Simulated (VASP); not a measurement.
Calculation: PBE GGA, VASP's PBE PAW potentials (set 64) (plane waves; VASP).

A VASP calculation is set up with these files.

**INCAR**
```
KGAMMA = F
ENCUT = 400
KSPACING = 0.25
LREAL = F   # projection in real space or not
SIGMA = 0.1   # width (eV)
EDIFF = 1E-6   # SCF stop (eV)
SYSTEM = PmSe
GGA = PE
ALGO = Normal   # blocked Davidson
LWAVE = F
ISIF = 2   # forces and stress, cell fixed
ISMEAR = 1   # Methfessel-Paxton
LASPH = T   # aspherical one-centre terms
NELM = 100
LCHARG = F
PREC = Accurate
LMAXMIX = 6
```

File POSCAR:
```
PmSe
1
    0.0000000000     2.9605400000     2.9605400000
    2.9605400000     0.0000000000     2.9605400000
    2.9605400000     2.9605400000     0.0000000000
Pm Se
1 1
Direct
  0.0000000000   0.0000000000   0.0000000000
  0.5000000000   0.5000000000   0.5000000000
```

POTCAR, in this order: Pm_3 Se (PBE.64 set). Program: vasp_std.

The run wrote:

File OSZICAR:
```
       N       E                     dE             d eps       ncg     rms          rms(c)
DAV:   1     0.514610007257E+02    0.51461E+02   -0.64218E+03  1440   0.979E+02
DAV:   2    -0.908554960015E+01   -0.60547E+02   -0.57416E+02  1752   0.198E+02
DAV:   3    -0.118974474822E+02   -0.28119E+01   -0.27622E+01  1760   0.368E+01
DAV:   4    -0.119361150232E+02   -0.38668E-01   -0.37184E-01  1824   0.439E+00
DAV:   5    -0.119366186877E+02   -0.50366E-03   -0.50355E-03  1736   0.476E-01    0.228E+01
DAV:   6    -0.118513159049E+02    0.85303E-01   -0.22193E-01  1692   0.256E+00    0.147E+01
DAV:   7    -0.118576703871E+02   -0.63545E-02   -0.11469E-01  1848   0.203E+00    0.575E-01
DAV:   8    -0.118522146981E+02    0.54557E-02   -0.28840E-02  1680   0.983E-01    0.172E-01
DAV:   9    -0.118523135603E+02   -0.98862E-04   -0.10952E-03  1776   0.250E-01    0.221E-01
DAV:  10    -0.118523133660E+02    0.19431E-06   -0.87342E-06  1744   0.220E-02
   1 F= -.11852313E+02 E0= -.11852253E+02  d E =-.180367E-03
```

File OUTCAR:
```
------------------------ aborting loop because EDIFF is reached ----------------------------------------
  FORCE on cell =-STRESS in cart. coord.  units (eV):
  Direction    XX          YY          ZZ          XY          YZ          ZX
  --------------------------------------------------------------------------------------
  Total        0.1274479      0.1274479      0.1274479      0.0000000      0.0000000     -0.0000000
  in kB        3.9345996      3.9345996      3.9345996      0.0000000      0.0000000     -0.0000000
  external PRESSURE =       3.9345996 kB  Pullay stress =       0.0000000 kB
  volume of cell :       51.90
      direct lattice vectors                 reciprocal lattice vectors
     0.000000000  2.960540000  2.960540000    -0.168888108  0.168888108  0.168888108
     2.960540000  0.000000000  2.960540000     0.168888108 -0.168888108  0.168888108
     2.960540000  2.960540000  0.000000000     0.168888108  0.168888108 -0.168888108
 POSITION                                       TOTAL-FORCE (eV/Angst)
 -----------------------------------------------------------------------------------
      0.00000      0.00000      0.00000        -0.000000      0.000000      0.000000
      2.96054      2.96054      2.96054         0.000000     -0.000000     -0.000000
 -----------------------------------------------------------------------------------
    total drift:                                0.000000      0.000000      0.000000
  FREE ENERGIE OF THE ION-ELECTRON SYSTEM (eV)
  ---------------------------------------------------
  free  energy   TOTEN  =       -11.8523133660 eV

  energy  without entropy=      -11.8521329986  energy(sigma->0) =      -11.85225324
```
(Selected blocks of OUTCAR.)

The 4f electrons are frozen in the core of the lanthanide potential, so 4f levels, which can set the real gap, and their magnetism are missing.

The structure comes from a computed database's PmSe entry (Fm-3m); how it stands against other phases isn't given here. The cell was not relaxed at this level. The run is one of a series of settings (KGAMMA = .FALSE., KSPACING = 0.25, KPOINTS file removed against the base run), some of them coarse on purpose. The electron count is odd and the run is not spin-polarised, which forces a metal.
